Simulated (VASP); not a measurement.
All values below come from optB88-vdW, VASP's PBE PAW potentials (set 64) (plane waves; VASP).

Input for VASP

File POSCAR:
```
BP
1
    0.0000000000     2.2987713362     2.2987713362
    2.2987713362     0.0000000000     2.2987713362
    2.2987713362     2.2987713362     0.0000000000
B P
1 1
Direct
  0.0000000000   0.0000000000   0.0000000000
  0.2500000000   0.2500000000   0.2500000000
```

### INCAR
```
AGGAC = 0.0
ALGO = Normal
EDIFF = 1E-7
ENCUT = 520
GGA = BO
ISIF = 2
ISMEAR = 0
LASPH = .TRUE.
LCHARG = .FALSE.
LREAL = .FALSE.
LUSE_VDW = .TRUE.
LWAVE = .FALSE.
NELM = 100
PARAM1 = 0.1833333333
PARAM2 = 0.22
PREC = Accurate
SIGMA = 0.05
SYSTEM = BP
```

### KPOINTS
```
Automatic mesh
0
Gamma
10 10 10
0 0 0
```

POTCAR, in this order: B P (PBE.64 set). Program: vasp_std.

Predict the energy per atom (σ→0), pressure.

```yaml
energy per atom (σ→0): -5.411 eV/atom
pressure: -4.49 GPa
```

### OSZICAR
```
...
DAV:   7    -0.108282877630E+02    0.78974E-01   -0.23024E-01  1128   0.294E+00    0.125E+00
DAV:   8    -0.108219765319E+02    0.63112E-02   -0.37806E-02   992   0.131E+00    0.264E-01
DAV:   9    -0.108221366282E+02   -0.16010E-03   -0.32239E-04   984   0.185E-01    0.209E-01
DAV:  10    -0.108222917241E+02   -0.15510E-03   -0.38800E-04   816   0.167E-01    0.367E-02
DAV:  11    -0.108223022570E+02   -0.10533E-04   -0.13485E-05  1040   0.361E-02    0.516E-02
DAV:  12    -0.108223022405E+02    0.16507E-07   -0.72537E-06   856   0.160E-02    0.172E-02
DAV:  13    -0.108223023170E+02   -0.76547E-07   -0.20457E-07   680   0.406E-03
   1 F= -.10822302E+02 E0= -.10822302E+02  d E =-.119679E-15
```

The compound is BP in the zinc blende structure. This cell is one point of a volume scan, at 1.03 of the reference volume.
